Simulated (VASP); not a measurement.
# CuI (Marshite): structure and properties in VASP, part 5 of 6

How well does r2SCAN reproduce what experiment finds for CuI (Marshite)? The cell is relaxed first, and properties follow on it. The start is a cell from a database of measured crystal structures.

VASP 6.6.1, plane waves and PAW; the level of theory is named at each step.

So far, least gap on mesh and path (eV): step 5 (bands along the symmetry lines (r2SCAN)) 1.69. The relaxed cell has a = 6.011 Å (conventional setting).

The database entry behind the starting cell differs from later determinations by our own check (about 0.15 % long (mineral sample)), so it need not match the best structure at ambient conditions.

### Step 9. Bands along the symmetry lines (r2SCAN + SOC)

This step: r2SCAN, spin-orbit coupling; plane waves and PAW (Cu, I) (VASP 6.6.1).

Levels along the symmetry lines show where the bands peak and cross; KPOINTS_OPT computes them in the converged potential. Spin-orbit coupling needs spinors and the noncollinear program, where each band holds one electron.

INCAR reads:

```
SYSTEM = CuI
PREC = Accurate
ENCUT = 400
EDIFF = 1E-06
NELM = 100
ISMEAR = 0
SIGMA = 0.05
LREAL = .FALSE.
ALGO = Normal
METAGGA = R2SCAN
LASPH = .TRUE.
LNONCOLLINEAR = .TRUE.
MAGMOM = 0 0 0 0 0 0
NBANDS = 30
GGA_COMPAT = .FALSE.
LSORBIT = .TRUE.
LMAXMIX = 4
LORBIT = 11
LWAVE = .FALSE.
LCHARG = .FALSE.
KPAR = 2
```

POSCAR reads:

```
CuI
1.0
    0.0000000000      3.0055023643      3.0055023643
    3.0055023643      0.0000000000      3.0055023643
    3.0055023643      3.0055023643      0.0000000000
Cu I
1 1
Direct
    0.2500000000      0.2500000000      0.2500000000
    0.0000000000      0.0000000000      0.0000000000
```

KPOINTS reads:

```
Automatic mesh
0
Gamma
5 5 5
0 0 0
```

KPOINTS_OPT reads:

```
Line mode
16
Line-mode
Reciprocal
  0.00000000   0.00000000   0.00000000 GAMMA
  0.50000000   0.00000000   0.50000000 X

  0.50000000   0.00000000   0.50000000 X
  0.50000000   0.25000000   0.75000000 W

  0.50000000   0.25000000   0.75000000 W
  0.37500000   0.37500000   0.75000000 K

  0.37500000   0.37500000   0.75000000 K
  0.00000000   0.00000000   0.00000000 GAMMA

  0.00000000   0.00000000   0.00000000 GAMMA
  0.50000000   0.50000000   0.50000000 L

  0.50000000   0.50000000   0.50000000 L
  0.62500000   0.25000000   0.62500000 U

  0.62500000   0.25000000   0.62500000 U
  0.50000000   0.25000000   0.75000000 W

  0.50000000   0.25000000   0.75000000 W
  0.50000000   0.50000000   0.50000000 L

  0.50000000   0.50000000   0.50000000 L
  0.37500000   0.37500000   0.75000000 K

  0.62500000   0.25000000   0.62500000 U
  0.50000000   0.00000000   0.50000000 X
```

PAW data sets: Cu and I (PBE family, release 64).

The run is started by

```console
$ mpirun -np 2 vasp_ncl
```

The log of the run:

```text
[... set-up lines as in an earlier step ...]
 entering main loop
       N       E                     dE             d eps       ncg     rms          rms(c)
DAV:   1     0.952391956660E+02    0.95239E+02   -0.61854E+03   840   0.107E+03
DAV:   2    -0.273174333633E+02   -0.12256E+03   -0.11329E+03   864   0.263E+02
DAV:   3    -0.386867839346E+02   -0.11369E+02   -0.11088E+02  1088   0.100E+02
DAV:   4    -0.391816322688E+02   -0.49485E+00   -0.49373E+00  1052   0.193E+01
DAV:   5    -0.392043363723E+02   -0.22704E-01   -0.22703E-01  1230   0.401E+00    0.697E+00
DAV:   6    -0.362487818321E+02    0.29556E+01   -0.64059E+00   954   0.673E+01    0.519E+00
DAV:   7    -0.358967749816E+02    0.35201E+00   -0.11033E+00  1058   0.385E+01    0.303E+00
DAV:   8    -0.359412023451E+02   -0.44427E-01   -0.46955E-01  1194   0.196E+01    0.183E+00
DAV:   9    -0.359140865011E+02    0.27116E-01   -0.65067E-02  1266   0.628E+00    0.746E-01
DAV:  10    -0.359039190427E+02    0.10167E-01   -0.22655E-02  1126   0.461E+00    0.250E-01
DAV:  11    -0.359037057918E+02    0.21325E-03   -0.65748E-03  1332   0.136E+00    0.704E-02
DAV:  12    -0.359036890921E+02    0.16700E-04   -0.42274E-04  1290   0.453E-01    0.559E-02
DAV:  13    -0.359037302128E+02   -0.41121E-04   -0.16355E-04  1214   0.348E-01    0.473E-02
DAV:  14    -0.359036967203E+02    0.33492E-04   -0.54264E-05  1140   0.237E-01    0.238E-02
DAV:  15    -0.359036908778E+02    0.58425E-05   -0.47714E-05  1140   0.207E-01    0.341E-03
DAV:  16    -0.359036925353E+02   -0.16575E-05   -0.50012E-06   954   0.182E-02    0.183E-03
DAV:  17    -0.359036928955E+02   -0.36021E-06   -0.75855E-08   528   0.430E-03
   1 F= -.35903693E+02 E0= -.35903693E+02  d E =-.117391E-17  mag=    -0.0000    -0.0000    -0.0000
 Start KPOINTS_OPT (optional k-point list driver)
k-point batch [1-14\160]
       N       E                     dE             ncg
DAV:   1     0.216437045803E+04   -0.44772E+03      840
DAV:   2     0.414384408180E+03   -0.17500E+04      852
DAV:   3     0.217572426713E+03   -0.19681E+03     1080
DAV:   4     0.208249157583E+03   -0.93233E+01     1076
DAV:   5     0.207822935681E+03   -0.42622E+00     1200
DAV:   6     0.207813293671E+03   -0.96420E-02     1094
DAV:   7     0.207813174254E+03   -0.11942E-03     1186
DAV:   8     0.207813172611E+03   -0.16424E-05      942
DAV:   9     0.207813172551E+03   -0.60516E-07      636
[...]
k-point batch [155-160\160]
       N       E                     dE             ncg
DAV:   1     0.511706033946E+04   -0.23523E+04      360
DAV:   2     0.438879645654E+04   -0.72826E+03      372
DAV:   3     0.431870469631E+04   -0.70092E+02      458
DAV:   4     0.431582333682E+04   -0.28814E+01      560
DAV:   5     0.431572754598E+04   -0.95791E-01      522
DAV:   6     0.431572534788E+04   -0.21981E-02      536
DAV:   7     0.431572531438E+04   -0.33505E-04      554
DAV:   8     0.431572531378E+04   -0.59788E-06      448
```

Elapsed: 14 min, on 2 MPI ranks of AMD EPYC 7R43, shared host; peak memory 0.5 GiB.

From OUTCAR (step 9):

```text
   k-points           NKPTS =     14   k-points in BZ     NKDIM =     14   number of bands    NBANDS=     30

   NELECT =      18.0000    total number of electrons

 E-fermi :   4.9873

 k-point     1 :       0.0000    0.0000    0.0000
  band No.  band energies     occupation
    ...
     14       4.3003      1.00000
     15       4.6975      1.00000
     16       4.6975      1.00000
     17       4.6975      1.00000
     18       4.6975      1.00000
     19       6.2337      0.00000
     20       6.2337      0.00000
     21       9.7131      0.00000
     22       9.7131      0.00000
     23       9.7736      0.00000
    ...

  Total        0.0256304      0.0256304      0.0256304      0.0000000     -0.0000000      0.0000000
  in kB        0.7562848      0.7562848      0.7562848      0.0000000     -0.0000000      0.0000000
  external PRESSURE =       0.7562848 kB  Pullay stress =       0.0000000 kB

 POSITION                                       TOTAL-FORCE (eV/Angst)
 -----------------------------------------------------------------------------------
      1.50275      1.50275      1.50275         0.000000      0.000000      0.000000
      0.00000      0.00000      0.00000        -0.000000     -0.000000     -0.000000
 -----------------------------------------------------------------------------------
    total drift:                                0.000001      0.000001      0.000001

  FREE ENERGIE OF THE ION-ELECTRON SYSTEM (eV)
  ---------------------------------------------------
  free  energy   TOTEN  =       -35.9036928955 eV

  energy  without entropy=      -35.9036928955  energy(sigma->0) =      -35.90369290

 Spin-Orbit-Coupling matrix elements
 Ion:    1  E_soc:     -0.0097096
 Ion:    2  E_soc:     -0.2336644

 magnetization (x)
# of ion       s       p       d       tot
------------------------------------------
    1        0.000  -0.000   0.000  -0.000
    2        0.000  -0.000   0.000  -0.000
--------------------------------------------------
tot          0.000  -0.000   0.000  -0.000

 magnetization (y)
# of ion       s       p       d       tot
------------------------------------------
    1        0.000   0.000   0.000   0.000
    2        0.000  -0.000  -0.000  -0.000
--------------------------------------------------
tot          0.000  -0.000  -0.000  -0.000

 magnetization (z)
# of ion       s       p       d       tot
------------------------------------------
    1        0.000   0.000   0.000   0.000
    2        0.000   0.000  -0.000   0.000
--------------------------------------------------
tot          0.000   0.000   0.000   0.000

[... 6 parts as in an earlier step ...]

[... 10 further parts left out ...]
```

Numbers from this step:

* SCF cycles: 17
* bands: 30
* irreducible k-points: 14
* free energy (TOTEN): -35.90 eV
* Fermi energy: 4.987 eV
* pressure: 0.07563 GPa
* least gap on mesh and path: 1.536 eV
* least direct gap on mesh and path: 1.536 eV

On-site spin-orbit energy by atom:

```csv
atom,on-site spin-orbit energy (eV)
Cu1,-0.010
I2,-0.234
```

Electronic bands along the path, in eV, zero at the valence-band top; v1 is the highest filled band, c1 the lowest empty one:

```csv
point,v4,v3,v2,v1,c1,c2,c3,c4
Γ,0.00,0.00,0.00,0.00,1.54,1.54,5.02,5.02
0.47 of the way,-1.07,-1.07,-0.92,-0.92,3.45,3.45,3.60,3.60
X,-1.78,-1.78,-1.65,-1.65,2.74,2.74,3.01,3.01
0.47 of the way,-1.82,-1.77,-1.59,-1.51,3.34,3.37,3.55,3.66
W,-1.82,-1.80,-1.50,-1.41,4.53,4.71,4.85,4.98
0.47 of the way,-1.85,-1.73,-1.50,-1.41,3.81,3.90,4.76,4.95
K,-1.82,-1.65,-1.49,-1.41,3.19,3.20,4.73,4.91
0.47 of the way,-1.38,-1.31,-0.64,-0.58,3.49,3.64,5.29,5.34
Γ,0.00,0.00,0.00,0.00,1.54,1.54,5.02,5.02
0.47 of the way,-0.59,-0.59,-0.43,-0.36,2.59,2.59,5.54,5.54
L,-0.95,-0.95,-0.84,-0.84,2.42,2.42,5.57,5.57
0.53 of the way,-1.47,-1.42,-1.18,-1.12,3.39,3.46,4.99,5.08
U,-1.82,-1.65,-1.49,-1.41,3.19,3.20,4.73,4.91
0.53 of the way,-1.85,-1.73,-1.50,-1.41,3.81,3.90,4.76,4.95
W,-1.82,-1.80,-1.50,-1.41,4.53,4.71,4.85,4.98
0.47 of the way,-1.58,-1.51,-1.26,-1.20,3.81,3.96,4.73,4.74
L,-0.95,-0.95,-0.84,-0.84,2.42,2.42,5.57,5.57
0.53 of the way,-1.47,-1.42,-1.18,-1.12,3.39,3.46,4.99,5.08
K,-1.82,-1.65,-1.49,-1.41,3.19,3.20,4.73,4.91
jump to U,-1.82,-1.65,-1.49,-1.41,3.19,3.20,4.73,4.91
0.47 of the way,-1.85,-1.68,-1.61,-1.57,2.94,2.95,3.53,3.62
X,-1.78,-1.78,-1.65,-1.65,2.74,2.74,3.01,3.01
```

Of the projections kept (Cu, I), the largest for each band there; the rest of the weight can lie on other orbitals:

```csv
point,v4,v3,v2,v1,c1,c2,c3,c4
Γ,Cu 0.64,Cu 0.64,Cu 0.64,Cu 0.64,Cu 0.55,Cu 0.55,Cu 0.61,Cu 0.61
X,Cu 0.96,Cu 0.96,Cu 0.93,Cu 0.93,Cu 0.65,Cu 0.65,Cu 0.68,Cu 0.68
W,Cu 0.98,Cu 0.99,Cu 0.94,Cu 0.95,I 0.51,I 0.63,I 0.56,I 0.51
K,Cu 0.95,Cu 0.98,Cu 0.90,Cu 0.90,Cu 0.65,Cu 0.65,I 0.54,I 0.56
Γ,Cu 0.64,Cu 0.64,Cu 0.64,Cu 0.64,Cu 0.55,Cu 0.55,Cu 0.61,Cu 0.61
L,Cu 0.81,Cu 0.81,Cu 0.73,Cu 0.73,Cu 0.64,Cu 0.64,Cu 0.52,Cu 0.52
```

The gap moves by -0.15 eV against r2SCAN, which ran on another mesh.

On this path the gap is direct, 1.54 eV, with the valence top at Γ and the conduction bottom at Γ.

### Step 10. Starting orbitals for the hybrid

This step: r2SCAN; plane waves and PAW (Cu, I) (VASP 6.6.1).

A hybrid converges badly from random orbitals, so a cheap semilocal run writes a WAVECAR on the same mesh first.

INCAR reads:

```
SYSTEM = CuI
PREC = Accurate
ENCUT = 400
EDIFF = 1E-05
NELM = 100
ISMEAR = 0
SIGMA = 0.05
LREAL = .FALSE.
ALGO = Normal
METAGGA = R2SCAN
LASPH = .TRUE.
NBANDS = 15
LORBIT = 11
LWAVE = .TRUE.
LCHARG = .FALSE.
KPAR = 2
```

POSCAR is that of step 9.

KPOINTS reads:

```
Automatic mesh
0
Gamma
4 4 4
0 0 0
```

The run is started by

```console
$ mpirun -np 2 vasp_std
```

The log of the run:

```text
[... set-up lines as in an earlier step ...]
 entering main loop
       N       E                     dE             d eps       ncg     rms          rms(c)
DAV:   1     0.567281910086E+02    0.56728E+02   -0.66617E+03   240   0.105E+03
DAV:   2    -0.338105607149E+02   -0.90539E+02   -0.81990E+02   247   0.216E+02
DAV:   3    -0.389188631471E+02   -0.51083E+01   -0.50279E+01   324   0.585E+01
DAV:   4    -0.390420761718E+02   -0.12321E+00   -0.12317E+00   311   0.895E+00
DAV:   5    -0.390470011665E+02   -0.49250E-02   -0.49249E-02   348   0.190E+00    0.574E+00
DAV:   6    -0.361077493499E+02    0.29393E+01   -0.67567E+00   254   0.667E+01    0.468E+00
DAV:   7    -0.357570905595E+02    0.35066E+00   -0.10939E+00   324   0.369E+01    0.243E+00
DAV:   8    -0.358037623613E+02   -0.46672E-01   -0.52498E-01   319   0.206E+01    0.148E+00
DAV:   9    -0.357585732535E+02    0.45189E-01   -0.17707E-01   261   0.123E+01    0.115E-01
DAV:  10    -0.357599404165E+02   -0.13672E-02   -0.66481E-03   350   0.676E-01    0.124E-01
DAV:  11    -0.357599924292E+02   -0.52013E-04   -0.90730E-04   311   0.835E-01    0.817E-02
DAV:  12    -0.357599577176E+02    0.34712E-04   -0.15365E-04   388   0.294E-01    0.325E-02
DAV:  13    -0.357599417564E+02    0.15961E-04   -0.39942E-05   268   0.194E-01    0.128E-02
DAV:  14    -0.357599402436E+02    0.15127E-05   -0.11901E-05   142   0.969E-02
   1 F= -.35759940E+02 E0= -.35759940E+02  d E =-.116289E-12
 writing wavefunctions
```

The job ended after 23 s (2 MPI ranks; peak memory 0.25 GiB).

OUTCAR, selected parts (step 10):

```text
   k-points           NKPTS =      8   k-points in BZ     NKDIM =      8   number of bands    NBANDS=     15

   NELECT =      18.0000    total number of electrons

 E-fermi :   4.7929

 k-point     1 :       0.0000    0.0000    0.0000
  band No.  band energies     occupation
    ...
      5       2.6067      2.00000
      6       2.6067      2.00000
      7       4.5523      2.00000
      8       4.5523      2.00000
      9       4.5523      2.00000
     10       6.2387      0.00000
     11       9.7596      0.00000
     12       9.7598      0.00000
     13       9.7598      0.00000
     14      13.2402      0.00000
    ...

  Total        0.1069726      0.1069726      0.1069726     -0.0000000      0.0000000     -0.0000000
  in kB        3.1564723      3.1564723      3.1564723     -0.0000000      0.0000000     -0.0000000
  external PRESSURE =       3.1564723 kB  Pullay stress =       0.0000000 kB

 POSITION                                       TOTAL-FORCE (eV/Angst)
 -----------------------------------------------------------------------------------
      1.50275      1.50275      1.50275        -0.000000      0.000000     -0.000000
      0.00000      0.00000      0.00000         0.000000     -0.000000      0.000000
 -----------------------------------------------------------------------------------
    total drift:                               -0.000001     -0.000001     -0.000001

  FREE ENERGIE OF THE ION-ELECTRON SYSTEM (eV)
  ---------------------------------------------------
  free  energy   TOTEN  =       -35.7599402436 eV

  energy  without entropy=      -35.7599402436  energy(sigma->0) =      -35.75994024

[... 6 parts as in an earlier step ...]

[... 10 further parts left out ...]
```

A gap read on the k-mesh alone can miss the band edges.

Numbers from this step:

```
SCF cycles                     : 14
bands                          : 15
irreducible k-points           : 8
free energy (TOTEN)            : -35.76 eV
Fermi energy                   : 4.793 eV
pressure                       : 0.3156 GPa
gap on the k-mesh              : 1.686 eV
least direct gap on the k-mesh : 1.686 eV
```

[end of part 5 of 6]

[Lines on the potential files, build, host, timing and source positions are cut from VASP's logs without a mark.]

[Logs are printed without paths, hosts, clocks, repeated set-up lines and the standing remarks that a program may print on its own settings, such as how far it seeks lower states.]

[Hosts, paths, dates, database ids (printed as entryN), source tags and the programs' standing remarks are cut or masked in the printed files.]

[A measured line is paired with the nearest computed mode of its activity, which favours agreement.]
